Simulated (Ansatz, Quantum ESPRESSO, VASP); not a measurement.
**One structure in several programs: GaAs (F-43m, 2 atoms in the cell)**

Self-consistent single point.

```xyz
2
Lattice="0.0000 2.8250 2.8250 2.8250 0.0000 2.8250 2.8250 2.8250 0.0000" Properties=species:S:1:pos:R:3 pbc="T T T"
Ga     0.0000     0.0000     0.0000
As     1.4125     1.4125     1.4125
```

Shared settings, as Ansatz (a quantum-chemistry and plane-wave program) writes them: kpoints.mp_grid.grid = 8 8 8; magnetization.spin_orbit = true; scf.occupations.method = fermi_dirac; scf.occupations.width = 0.01 eV. Potentials and cutoffs stand in the table.

```tsv
code	model	pressure (GPa)	gap on the mesh (eV)	cutoff
Quantum ESPRESSO	PBE, spin-orbit coupling, PseudoDojo fully relativistic norm-conserving (PBE) pseudopotentials	3.57	0.423	85 Ry
VASP	PBE, spin-orbit coupling, VASP's PBE PAW potentials (set 64)	–	0.426	300 eV
Ansatz	PBE with spin-orbit coupling, default PAW files	3.38	0.422	default
```

A dash marks a value that a program does not give, or that is left out as unsure.

Gaps are read on the mesh.

The spread over the programs that give each value: pressure within 0.19 GPa; gap on the mesh within 0.004 eV.

Ansatz's pressure is given at a fixed set of plane waves, as the other plane-wave codes print theirs; with its correction for the finite basis it is 3.41 GPa.

VASP's run is marked for a possible Pulay error in its stress at this cutoff; no cutoff test was made.

The starting cell has typed, rounded lattice constants, without a prior relaxation at this level.

Left out of this page: Elk, FLEUR and SIESTA (not drawn, or without a comparable value).

Keys are those of Ansatz 0.2.
